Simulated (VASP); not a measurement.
Method: PBE GGA, VASP's PBE PAW potentials (set 64) (plane waves; VASP).

Input for VASP

**POSCAR**
```
CsPbCl3
1
    5.6423530000     0.0000000000     0.0000000000
    0.0000000000     5.6423530000     0.0000000000
    0.0000000000     0.0000000000     5.6423530000
Cs Pb Cl
1 1 3
Direct
  0.0000000000   0.0000000000   0.0000000000
  0.5000000000   0.5000000000   0.5000000000
  0.0000000000   0.5000000000   0.5000000000
  0.5000000000   0.0000000000   0.5000000000
  0.5000000000   0.5000000000   0.0000000000
```

INCAR:
```
! general
SYSTEM  = CsPbCl3
PREC    = Accurate
ENCUT   = 180
LREAL   = .FALSE.
LASPH   = .TRUE.

! electronic loop
EDIFF   = 1E-03   ! SCF stop (eV)
NELM    = 100   ! most electronic steps
ALGO    = Normal   ! blocked Davidson
LMAXMIX = 4   ! l cut-off of mixed one-centre charges

! smearing
ISMEAR  = -1   ! Fermi-Dirac
SIGMA   = 0.272

! functional
GGA     = PE   ! PBE

! ions
ISIF    = 2   ! forces and stress, cell fixed

! output
LWAVE   = .FALSE.
LCHARG  = .FALSE.
```

### KPOINTS
```
Automatic mesh
0
Gamma
3 3 3
0 0 0
```

POTCAR, in this order: Cs_sv Pb_d Cl (PBE.64 set). Program: vasp_std.

Output

### OSZICAR
```
       N       E                     dE             d eps       ncg     rms          rms(c)
DAV:   1     0.240873550105E+03    0.24087E+03   -0.12071E+04   224   0.673E+02
DAV:   2     0.184689227165E+00   -0.24069E+03   -0.23667E+03   272   0.232E+02
DAV:   3    -0.174435441832E+02   -0.17628E+02   -0.17562E+02   224   0.715E+01
DAV:   4    -0.178208292490E+02   -0.37729E+00   -0.37676E+00   280   0.114E+01
DAV:   5    -0.178254863299E+02   -0.46571E-02   -0.46557E-02   254   0.113E+00    0.217E+01
DAV:   6    -0.172020022040E+02    0.62348E+00   -0.12275E+00   268   0.112E+01    0.143E+01
DAV:   7    -0.172262492032E+02   -0.24247E-01   -0.10654E+00   316   0.750E+00    0.104E+00
DAV:   8    -0.171952792258E+02    0.30970E-01   -0.25908E-01   252   0.368E+00    0.308E-01
DAV:   9    -0.171966235141E+02   -0.13443E-02   -0.10201E-02   238   0.587E-01    0.191E-01
DAV:  10    -0.171971998809E+02   -0.57637E-03   -0.97497E-04   148   0.167E-01
   1 F= -.17197200E+02 E0= -.17195887E+02  d E =-.262502E-02
```

**OUTCAR**
```
------------------------ aborting loop because EDIFF is reached ----------------------------------------
  FORCE on cell =-STRESS in cart. coord.  units (eV):
  Direction    XX          YY          ZZ          XY          YZ          ZX
  --------------------------------------------------------------------------------------
  Total      -22.5973224    -22.5973224    -22.5973224     -0.0000000     -0.0000000      0.0000000
  in kB     -201.5518574   -201.5518574   -201.5518574     -0.0000000     -0.0000000      0.0000000
  external PRESSURE =    -201.5518574 kB  Pullay stress =       0.0000000 kB
  volume of cell :      179.63
      direct lattice vectors                 reciprocal lattice vectors
     5.642353000  0.000000000  0.000000000     0.177231024  0.000000000  0.000000000
     0.000000000  5.642353000  0.000000000     0.000000000  0.177231024  0.000000000
     0.000000000  0.000000000  5.642353000     0.000000000  0.000000000  0.177231024
 POSITION                                       TOTAL-FORCE (eV/Angst)
 -----------------------------------------------------------------------------------
      0.00000      0.00000      0.00000         0.000000      0.000000      0.000000
      2.82118      2.82118      2.82118         0.000000      0.000000      0.000000
      0.00000      2.82118      2.82118         0.000000      0.000000      0.000000
      2.82118      0.00000      2.82118         0.000000      0.000000      0.000000
      2.82118      2.82118      0.00000         0.000000      0.000000      0.000000
 -----------------------------------------------------------------------------------
    total drift:                                0.000000      0.000000      0.000000
  FREE ENERGIE OF THE ION-ELECTRON SYSTEM (eV)
  ---------------------------------------------------
  free  energy   TOTEN  =       -17.1971998809 eV

  energy  without entropy=      -17.1945748645  energy(sigma->0) =      -17.19588737
```
(Selected blocks of OUTCAR.)

At this cut-off the stress carries a Pulay error, which pulls relaxed volumes low.

The structure comes from a computed database's CsPbCl3 entry; how it stands against other phases isn't given here. The cell was not relaxed at this level. The run is one of a series of settings (EDIFF = 1E-03, ENCUT = 180, ISMEAR = -1, SIGMA = 0.272, KPOINTS 3×3×3 Γ-centred mesh against the base run), some of them coarse on purpose.
